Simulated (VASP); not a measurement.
# A VASP study of LiCaSc (rev-vdW-DF2): structure first, properties next

Aim: relax LiCaSc, then compute properties on the relaxed cell. The steps: rough relaxation of the start cell, relaxing cell and atoms (rev-vdW-DF2), second relaxation, density, ELF and potential (rev-vdW-DF2), band structure (rev-vdW-DF2), density of states (rev-vdW-DF2), zone-centre phonons (rev-vdW-DF2), volume scan with rev-vdW-DF2 and fit for rev-vdW-DF2. The cell is invented: other elements were put on sites of a known structure type. It may not be a known or stable phase.

Program: VASP 6.6.1. Level of theory: rev-vdW-DF2; plane waves and PAW (Li_sv, Ca_sv, Sc_sv); invented cell. Results are calculated unless marked as measured.

### 1. The starting structure

Before any relaxation, the start is as follows. It takes space group P-6m2 (No. 187, hexagonal). The conventional cell has a = 4.010 Å, b = 4.010 Å, c = 4.303 Å, α = 90.00°, β = 90.00°, γ = 120.00°. Li has 3 Sc at 2.32 Å and 6 Ca at 3.16 Å nearest. Nearest to Ca lie 6 Sc at 3.16 Å and 6 Li at 3.16 Å. Sc has 3 Li at 2.32 Å and 6 Ca at 3.16 Å nearest. Farther neighbours are not listed.

As a file:

```
Li Ca Sc
1.0
     4.00981    0.00000    0.00000
    -2.00490    3.47259    0.00000
     0.00000    0.00000    4.30319
Li Ca Sc
1 1 1
Direct
  0.00000 0.00000 0.50000
  0.66667 0.33333 0.00000
  0.33333 0.66667 0.50000
```

### 2. Rough relaxation of the start cell

The start is only an estimate, so a cheap relaxation brings it near a minimum before any careful run. rev-vdW-DF2 revises the exchange of vdW-DF2 for solids. LUSE_VDW switches on a nonlocal correlation term for dispersion.

File INCAR:

```
SYSTEM = LiCaSc
PREC = Normal
ENCUT = 650
EDIFF = 1E-05
NELM = 60
ISMEAR = 1
SIGMA = 0.2
LREAL = .FALSE.
ALGO = Fast
GGA = MK
AGGAC = 0
LUSE_VDW = .TRUE.
PARAM1 = 0.1234
PARAM2 = 0.711357
ZAB_VDW = -1.8867
LASPH = .TRUE.
NBANDS = 18
LORBIT = 11
LWAVE = .FALSE.
LCHARG = .FALSE.
IBRION = 2
NSW = 40
ISIF = 3
EDIFFG = -0.04
```

File POSCAR:

```
LiCaSc
1.0
    4.0098072400      0.0000000000      0.0000000000
   -2.0049036200      3.4725949300      0.0000000000
    0.0000000000      0.0000000000      4.3031944000
Li Ca Sc
1 1 1
Direct
    0.0000000000      0.0000000000      0.5000000000
    0.6666666700      0.3333333300      0.0000000000
    0.3333333300      0.6666666700      0.5000000000
```

File KPOINTS:

```
Automatic mesh
0
Gamma
5 5 4
0 0 0
```

Potentials, in the order of the species: Li_sv, Ca_sv and Sc_sv (PBE family, release 64).

Launch:

```
$ mpirun -np 1 vasp_std
```

Output:

```text
[banner, memory and clock lines left out]
running    1 mpi-ranks, on    1 nodes
 distrk:  each k-point on    1 cores,    1 groups
 distr:  one band on    1 cores,    1 groups

 POSCAR found type information on POSCAR LiCaSc
 POSCAR found :  3 types and       3 ions
|                                                                             |
|               ----> ADVICE to this user running VASP <----                  |
|                                                                             |
|     You have switched on vdW-DFT.                                           |
|     This routine was written and supplied by Jiri Klimes. We recommend      |
|     that you carefully read and cite the following publications:            |
|       J. Klimes, D.R. Bowler, A. Michelides                                 |
|          J. Phys.: Cond Matt. 22 022201 (2010)                              |
|       J. Klimes, D.R. Bowler, A. Michelides                                 |
|          Phys. Rev. B. 83, 195131 (2011)                                    |
|     and references therein.                                                 |
|                                                                             |

|                                                                             |
|               ----> ADVICE to this user running VASP <----                  |
|                                                                             |
|     You enforced a specific xc type in the INCAR file but a different       |
|     [... a line on the potential file left out ...]
|     I HOPE YOU KNOW WHAT YOU ARE DOING!                                     |
|                                                                             |

 LDA part: xc-table for (Slater+PW92), standard interpolation
 POSCAR, INCAR and KPOINTS ok, starting setup
 FFT: planning ... GRIDC
 FFT: planning ... GRID_SOFT
 FFT: planning ... GRID
 WAVECAR not read
 entering main loop
       N       E                     dE             d eps       ncg     rms          rms(c)
DAV:   1     0.334488405223E+03    0.33449E+03   -0.13757E+04   540   0.164E+03
DAV:   2     0.183300011624E+02   -0.31616E+03   -0.31291E+03   588   0.495E+02
DAV:   3    -0.352361170930E+00   -0.18682E+02   -0.18372E+02   898   0.122E+02
DAV:   4    -0.322183169447E+01   -0.28695E+01   -0.27947E+01   984   0.308E+01
DAV:   5    -0.338452245424E+01   -0.16269E+00   -0.16204E+00   800   0.802E+00    0.673E+00
RMM:   6    -0.197044673799E+01    0.14141E+01   -0.35976E+00   623   0.172E+01    0.218E+00
RMM:   7    -0.215346661549E+01   -0.18302E+00   -0.29169E+00   767   0.694E+00    0.164E+00
RMM:   8    -0.210026056293E+01    0.53206E-01   -0.40851E-01   622   0.692E+00    0.130E+00
RMM:   9    -0.211584016816E+01   -0.15580E-01   -0.25789E-01   722   0.387E+00    0.534E-01
RMM:  10    -0.211165483434E+01    0.41853E-02   -0.66488E-02   742   0.150E+00    0.176E-01
RMM:  11    -0.211238120021E+01   -0.72637E-03   -0.24018E-02   750   0.911E-01    0.968E-02
RMM:  12    -0.211308714482E+01   -0.70594E-03   -0.92080E-03   784   0.471E-01    0.188E-02
RMM:  13    -0.211349475541E+01   -0.40761E-03   -0.42076E-03   738   0.329E-01    0.159E-02
RMM:  14    -0.211376920735E+01   -0.27445E-03   -0.29042E-03   677   0.275E-01    0.258E-02
RMM:  15    -0.211393101099E+01   -0.16180E-03   -0.18740E-03   630   0.228E-01    0.102E-02
RMM:  16    -0.211407073331E+01   -0.13972E-03   -0.14876E-03   600   0.200E-01    0.153E-02
RMM:  17    -0.211415063483E+01   -0.79902E-04   -0.90484E-04   589   0.187E-01    0.604E-03
RMM:  18    -0.211430361409E+01   -0.15298E-03   -0.15556E-03   580   0.163E-01    0.637E-03
RMM:  19    -0.211434558798E+01   -0.41974E-04   -0.47833E-04   548   0.149E-01    0.314E-03
RMM:  20    -0.211441191959E+01   -0.66332E-04   -0.71357E-04   536   0.132E-01    0.715E-03
RMM:  21    -0.211444272113E+01   -0.30802E-04   -0.35113E-04   537   0.123E-01    0.938E-03
RMM:  22    -0.211447761079E+01   -0.34890E-04   -0.39031E-04   524   0.112E-01    0.114E-02
RMM:  23    -0.211450953518E+01   -0.31924E-04   -0.35199E-04   509   0.106E-01    0.126E-02
RMM:  24    -0.211453207023E+01   -0.22535E-04   -0.26248E-04   500   0.976E-02    0.138E-02
RMM:  25    -0.211457083187E+01   -0.38762E-04   -0.42078E-04   486   0.923E-02    0.140E-02
RMM:  26    -0.211458872180E+01   -0.17890E-04   -0.20774E-04   476   0.883E-02    0.158E-02
RMM:  27    -0.211463649067E+01   -0.47769E-04   -0.51084E-04   453   0.831E-02    0.175E-02
RMM:  28    -0.211465338460E+01   -0.16894E-04   -0.17489E-04   444   0.807E-02    0.188E-02
RMM:  29    -0.211466984793E+01   -0.16463E-04   -0.19585E-04   422   0.738E-02    0.197E-02
RMM:  30    -0.211468300141E+01   -0.13153E-04   -0.15076E-04   409   0.691E-02    0.208E-02
RMM:  31    -0.211468414446E+01   -0.11430E-05   -0.40807E-05   403   0.687E-02
   1 F= -.21146841E+01 E0= -.21107545E+01  d E =-.211468E+01
 curvature:   0.00 expect dE= 0.000E+00 dE for cont linesearch  0.000E+00
 trial: gam= 0.00000 g(F)=  0.114E-42 g(S)=  0.153E+01 ort = 0.000E+00 (trialstep = 0.100E+01)
 search vector abs. value=  0.153E+01
 bond charge predicted
       N       E                     dE             d eps       ncg     rms          rms(c)
DAV:   1    -0.214585465357E+02   -0.19344E+02   -0.42389E+02   710   0.237E+02    0.390E+01
RMM:   2    -0.159489329755E+02    0.55096E+01   -0.67594E+01   746   0.761E+01    0.183E+01
RMM:   3    -0.422405007306E+01    0.11725E+02   -0.19286E+01   715   0.325E+01    0.104E+01
RMM:   4    -0.278309984647E+01    0.14410E+01   -0.15635E+01   662   0.301E+01    0.606E+00
RMM:   5    -0.285094531042E+01   -0.67845E-01   -0.38499E+00   794   0.123E+01    0.430E+00
RMM:   6    -0.277067586469E+01    0.80269E-01   -0.17119E+00   731   0.781E+00    0.261E+00
RMM:   7    -0.287293623148E+01   -0.10226E+00   -0.11011E+00   744   0.609E+00    0.132E+00
RMM:   8    -0.285723785243E+01    0.15698E-01   -0.51763E-01   760   0.440E+00    0.567E-01
RMM:   9    -0.288665223644E+01   -0.29414E-01   -0.39901E-01   822   0.334E+00    0.284E-01
RMM:  10    -0.291447864506E+01   -0.27826E-01   -0.26698E-01   824   0.235E+00    0.239E-01
RMM:  11    -0.293338935380E+01   -0.18911E-01   -0.17867E-01   836   0.204E+00    0.144E-01
RMM:  12    -0.294260987771E+01   -0.92205E-02   -0.87338E-02   838   0.192E+00    0.207E-01
RMM:  13    -0.294922596631E+01   -0.66161E-02   -0.77732E-02   804   0.174E+00    0.811E-02
RMM:  14    -0.295554341070E+01   -0.63174E-02   -0.65517E-02   813   0.163E+00    0.115E-01
RMM:  15    -0.296036846313E+01   -0.48251E-02   -0.52182E-02   772   0.155E+00    0.387E-02
RMM:  16    -0.296757540535E+01   -0.72069E-02   -0.71270E-02   762   0.144E+00    0.110E-01
RMM:  17    -0.297108885290E+01   -0.35134E-02   -0.38207E-02   737   0.141E+00    0.888E-02
RMM:  18    -0.298308017671E+01   -0.11991E-01   -0.10167E-01   723   0.132E+00    0.160E-01
RMM:  19    -0.298592309455E+01   -0.28429E-02   -0.31799E-02   716   0.132E+00    0.141E-01
RMM:  20    -0.299990553174E+01   -0.13982E-01   -0.12707E-01   706   0.124E+00    0.205E-01
RMM:  21    -0.300311287734E+01   -0.32073E-02   -0.33353E-02   704   0.122E+00    0.208E-01
RMM:  22    -0.300765872482E+01   -0.45458E-02   -0.48538E-02   694   0.116E+00    0.237E-01
RMM:  23    -0.301021727266E+01   -0.25585E-02   -0.28473E-02   687   0.114E+00    0.237E-01
RMM:  24    -0.301400370075E+01   -0.37864E-02   -0.41400E-02   685   0.109E+00    0.262E-01
RMM:  25    -0.301688856409E+01   -0.28849E-02   -0.28919E-02   688   0.107E+00    0.265E-01
RMM:  26    -0.302003565303E+01   -0.31471E-02   -0.35076E-02   678   0.103E+00    0.284E-01
RMM:  27    -0.302285813035E+01   -0.28225E-02   -0.30454E-02   675   0.101E+00    0.287E-01
RMM:  28    -0.302552484686E+01   -0.26667E-02   -0.30091E-02   662   0.978E-01    0.306E-01
RMM:  29    -0.302708956878E+01   -0.15647E-02   -0.19019E-02   643   0.960E-01    0.308E-01
RMM:  30    -0.302983868960E+01   -0.27491E-02   -0.30708E-02   641   0.926E-01    0.326E-01
[...]
RMM:  49    -0.304762127227E+01    0.24297E-04   -0.33152E-03   543   0.646E-01    0.435E-01
RMM:  50    -0.304871077885E+01   -0.10895E-02   -0.13940E-02   525   0.631E-01    0.442E-01
RMM:  51    -0.304864417966E+01    0.66599E-04   -0.27781E-03   552   0.628E-01    0.440E-01
RMM:  52    -0.304963217611E+01   -0.98800E-03   -0.12139E-02   558   0.618E-01    0.444E-01
RMM:  53    -0.304945663823E+01    0.17554E-03   -0.20963E-03   561   0.620E-01    0.443E-01
RMM:  54    -0.305017019508E+01   -0.71356E-03   -0.10062E-02   542   0.600E-01    0.449E-01
RMM:  55    -0.304994145841E+01    0.22874E-03   -0.16261E-03   525   0.598E-01    0.445E-01
RMM:  56    -0.305057690103E+01   -0.63544E-03   -0.92674E-03   509   0.588E-01    0.451E-01
RMM:  57    -0.305063944976E+01   -0.62549E-04   -0.82601E-04   542   0.594E-01    0.462E-01
RMM:  58    -0.305130724971E+01   -0.66780E-03   -0.96350E-03   531   0.580E-01    0.466E-01
RMM:  59    -0.305099464396E+01    0.31261E-03   -0.52580E-04   495   0.578E-01    0.465E-01
RMM:  60    -0.305165692010E+01   -0.66228E-03   -0.93535E-03   484   0.571E-01
|                                                                             |
|           W    W    AA    RRRRR   N    N  II  N    N   GGGG   !!!           |
|           W    W   A  A   R    R  NN   N  II  NN   N  G    G  !!!           |
|           W    W  A    A  R    R  N N  N  II  N N  N  G       !!!           |
|           W WW W  AAAAAA  RRRRR   N  N N  II  N  N N  G  GGG   !            |
|           WW  WW  A    A  R   R   N   NN  II  N   NN  G    G                |
|           W    W  A    A  R    R  N    N  II  N    N   GGGG   !!!           |
|                                                                             |
|     The electronic self-consistency was not achieved in the given           |
|     number of steps (NELM). The forces and other quantities evaluated       |
|     might not be reliable so examine the results carefully. If you find     |
|     spurious results, we suggest increasing NELM, if you were close to      |
|     convergence or switching to a different ALGO or adjusting the           |
|     density mixing parameters otherwise.                                    |
|                                                                             |

   2 F= -.30516569E+01 E0= -.30449218E+01  d E =-.936973E+00
[... from here on, the cycles between the ionic steps are left out ...]
   3 F= -.31326558E+01 E0= -.31263297E+01  d E =-.101797E+01
   4 F= -.31993469E+01 E0= -.31936657E+01  d E =-.108466E+01
[...]
|     The electronic self-consistency was not achieved in the given           |
   5 F= -.31707219E+01 E0= -.31659021E+01  d E =-.105604E+01
   6 F= -.32147131E+01 E0= -.32092446E+01  d E =-.110003E+01
   7 F= -.32152621E+01 E0= -.32099062E+01  d E =-.110058E+01
   8 F= -.32827189E+01 E0= -.32784723E+01  d E =-.674568E-01
   9 F= -.35206289E+01 E0= -.35188640E+01  d E =-.305367E+00
[...]
WARNING in EDDRMM: call to ZHEGV failed, returncode =   8  4      4
[...]
|     The electronic self-consistency was not achieved in the given           |
  10 F= -.38425658E+01 E0= -.38379089E+01  d E =-.627304E+00
  11 F= -.38508192E+01 E0= -.38464844E+01  d E =-.635557E+00
  12 F= -.38535911E+01 E0= -.38491279E+01  d E =-.638329E+00
  13 F= -.38527216E+01 E0= -.38477849E+01  d E =0.869529E-03
 trial-energy change:    0.000870  1 .order    0.004922   -0.011082    0.020926
 step:   1.6619(harm=  1.0751)  dis= 0.00000  next Energy=    -3.857178 (dE=-0.359E-02)
 bond charge predicted
       N       E                     dE             d eps       ncg     rms          rms(c)
DAV:   1    -0.393953434649E+01   -0.86821E-01   -0.20262E+00   722   0.162E+01    0.187E+00
RMM:   2    -0.385847485617E+01    0.81059E-01   -0.28248E-01   619   0.609E+00    0.701E-01
RMM:   3    -0.385512851101E+01    0.33463E-02   -0.12109E-01   726   0.233E+00    0.319E-01
RMM:   4    -0.385519937322E+01   -0.70862E-04   -0.28306E-02   757   0.112E+00    0.127E-01
RMM:   5    -0.385583353061E+01   -0.63416E-03   -0.94409E-03   799   0.642E-01    0.525E-02
RMM:   6    -0.385584014622E+01   -0.66156E-05   -0.19073E-03   742   0.368E-01    0.272E-02
RMM:   7    -0.385593739064E+01   -0.97244E-04   -0.11102E-03   772   0.216E-01    0.102E-02
RMM:   8    -0.385598705073E+01   -0.49660E-04   -0.52428E-04   708   0.153E-01    0.974E-03
RMM:   9    -0.385601471198E+01   -0.27661E-04   -0.29565E-04   632   0.130E-01    0.795E-03
RMM:  10    -0.385603086182E+01   -0.16150E-04   -0.18475E-04   628   0.118E-01    0.642E-03
RMM:  11    -0.385604635785E+01   -0.15496E-04   -0.18103E-04   577   0.103E-01    0.246E-03
RMM:  12    -0.385605898363E+01   -0.12626E-04   -0.14576E-04   568   0.906E-02    0.235E-03
RMM:  13    -0.385606957047E+01   -0.10587E-04   -0.11714E-04   545   0.829E-02    0.290E-03
RMM:  14    -0.385608308254E+01   -0.13512E-04   -0.14428E-04   527   0.765E-02    0.554E-03
RMM:  15    -0.385608826294E+01   -0.51804E-05   -0.67021E-05   500   0.726E-02
  14 F= -.38560883E+01 E0= -.38514183E+01  d E =-.249714E-02
 curvature:  -0.49 expect dE=-0.211E-03 dE for cont linesearch -0.133E-04
 trial: gam= 0.12466 g(F)=  0.374E-42 g(S)=  0.433E-03 ort =-0.310E-03 (trialstep = 0.282E+01)
 search vector abs. value=  0.411E-03
 reached required accuracy - stopping structural energy minimisation
```

It took 14 min on 1 MPI rank of Intel Xeon 6975P-C (Granite Rapids), shared host; peak memory 0.34 GiB.

Lines that name or quote the potential files are left out of all logs, and their timing lines are given in words.

Parts of OUTCAR (step 2):

```text
ion  position               nearest neighbor table
   1  0.000  0.000  0.500-   3 2.32   3 2.32   3 2.32
   2  0.667  0.333  0.000-   3 3.16   3 3.16   3 3.16   3 3.16   3 3.16   3 3.16
   3  0.333  0.667  0.500-   1 2.32   1 2.32   1 2.32   2 3.16   2 3.16   2 3.16   2 3.16   2 3.16
                             2 3.16

  LATTYP: Found a hexagonal cell.
 ALAT       =     4.0098072400
 C/A-ratio  =     1.0731673974

 Subroutine GETGRP returns: Found 12 space group operations
 (whereof 12 operations were pure point group operations)

The static configuration has the point symmetry D_3h.

 Found     15 irreducible k-points:

   k-points           NKPTS =     15   k-points in BZ     NKDIM =     15   number of bands    NBANDS=     18

   dimension x,y,z NGX =    28 NGY =   28 NGZ =   28
   dimension x,y,z NGXF=    56 NGYF=   56 NGZF=   56

   ENCUT  =  650.0 eV  47.77 Ry    6.91 a.u.   8.34  8.34  8.95*2*pi/ulx,y,z

   NELECT =      24.0000    total number of electrons

 k-points in reciprocal lattice and weights: Automatic mesh
   0.00000000  0.00000000  0.00000000       0.010
   0.20000000  0.00000000  0.00000000       0.060
   0.40000000  0.00000000  0.00000000       0.060
   0.20000000  0.20000000  0.00000000       0.060
   0.40000000  0.20000000  0.00000000       0.060
   0.00000000  0.00000000  0.25000000       0.020
   0.20000000  0.00000000  0.25000000       0.120
   0.40000000  0.00000000  0.25000000       0.120
   0.20000000  0.20000000  0.25000000       0.120
[...]
0.20000000  0.20000000  0.50000000       0.060
   0.40000000  0.20000000  0.50000000       0.060

 average (electrostatic) potential at core
       1 -62.9496       2 -47.6558       3 -49.1897

 E-fermi :   2.3234

 k-point     1 :       0.0000    0.0000    0.0000
  band No.  band energies     occupation
    ...
      9     -19.8107      2.00000
     10      -2.0769      2.00000
     11       1.8897      2.00894
     12       2.0647      2.06958
     13       2.0647      2.06958
     14       3.3789     -0.00000
     15       3.3789     -0.00000
     16       4.0535     -0.00000
     17       4.2252     -0.00000
     18       4.2252     -0.00000

 k-point     2 :       0.2000    0.0000    0.0000
  band No.  band energies     occupation
    ...
      9     -19.8108      2.00000
     10      -1.7844      2.00000
     11       1.5735      2.00000
     12       1.8058      2.00155
     13       2.2299      1.70336
     14       3.1413     -0.00000
     15       3.3444     -0.00000
     16       4.1959     -0.00000
     17       4.2130     -0.00000
     18       6.5910      0.00000

 k-point     3 :       0.4000    0.0000    0.0000
  band No.  band energies     occupation
    ...
      8     -19.9094      2.00000
      9     -19.8109      2.00000
     10      -0.9975      2.00000
     11       0.4903      2.00000
     12       1.5740      2.00000
     13       2.6044     -0.06320
     14       2.9536     -0.00008
     15       3.2125     -0.00000
     16       4.1503     -0.00000
     17       4.1838     -0.00000
    ...

Total vdW correction in eV:      4.0251676

  Total        0.0930194      0.0930194     -0.0981535      0.0000000      0.0000000      0.0000000
  in kB        1.8079675      1.8079675     -1.9077563      0.0000000      0.0000000      0.0000000
  external PRESSURE =       0.5693929 kB  Pullay stress =       0.0000000 kB

  energy-cutoff  :      650.00
  volume of cell :       82.43
      direct lattice vectors                 reciprocal lattice vectors
     5.279543407  0.000000000 -0.000000000     0.189410319  0.109356099 -0.000000000
    -2.639771703  4.572218702  0.000000000     0.000000000  0.218712198  0.000000000
     0.000000000 -0.000000000  3.414838743     0.000000000 -0.000000000  0.292839597

 POSITION                                       TOTAL-FORCE (eV/Angst)
 -----------------------------------------------------------------------------------
     -2.63977      4.57222      1.70742         0.000000      0.000000      0.000000
      2.63977      1.52407     -0.00000         0.000000     -0.000000     -0.000000
     -0.00000      3.04815      1.70742        -0.000000      0.000000      0.000000
 -----------------------------------------------------------------------------------
    total drift:                                0.000008     -0.000005      0.000000

  FREE ENERGIE OF THE ION-ELECTRON SYSTEM (eV)
  ---------------------------------------------------
  free  energy   TOTEN  =        -3.8560882629 eV

  energy  without entropy=       -3.8420785135  energy(sigma->0) =       -3.85141835

Total vdW correction in eV:      4.0252932

 reached required accuracy - stopping structural energy minimisation

 total charge
# of ion       s       p       d       tot
------------------------------------------
    1        2.031   0.054   0.000   2.085
    2        2.091   5.834   0.233   8.158
    3        2.299   6.039   0.996   9.334
--------------------------------------------------
tot          6.421  11.927   1.229  19.577

[... 3 further parts left out ...]
```

CONTCAR:

```
LiCaSc
   1.00000000000000
     5.2795434068641764    0.0000000000000000   -0.0000000000000000
    -2.6397717034320882    4.5722187023179677    0.0000000000000000
     0.0000000000000000   -0.0000000000000000    3.4148387433467207
  Li              Ca              Sc
     1     1     1
Direct
     0.0000000000000000    1.0000000000000000    0.5000000000000000
     0.6666666699999979    0.3333333300000021    0.0000000000000000
     0.3333333300000021    0.6666666699999979    0.5000000000000000
```

The k-mesh is coarse for a metal. In some ionic steps the electronic loop met its limit (NELM), so the energies of those steps, and differences from them, are uncertain. This relaxation is a rough one on cheap settings, only to bring the start near its minimum. The PAW data sets were made with PBE, which is usual practice but a small mismatch for other functionals. After so large a change of volume the plane waves of the start cell no longer fit, so the final stress carries a basis-set error. The run keeps the 12 symmetry operations of its start, so it cannot find a distortion of lower symmetry.

(Continued in part 2 of 5.)

[Lines on the potential files, build, host, timing and source positions are cut from VASP's logs without a mark.]

[Logs are printed without paths, hosts, clocks, repeated set-up lines and the standing remarks that a program may print on its own settings, such as how far it seeks lower states.]

[Hosts, paths, dates, database ids (printed as entryN), source tags and the programs' standing remarks are cut or masked in the printed files.]

[A measured line is paired with the nearest computed mode of its activity, which favours agreement.]

[In band tables of VASP the shares of atoms and orbitals are scaled to a sum of 1 inside the atoms' spheres.]
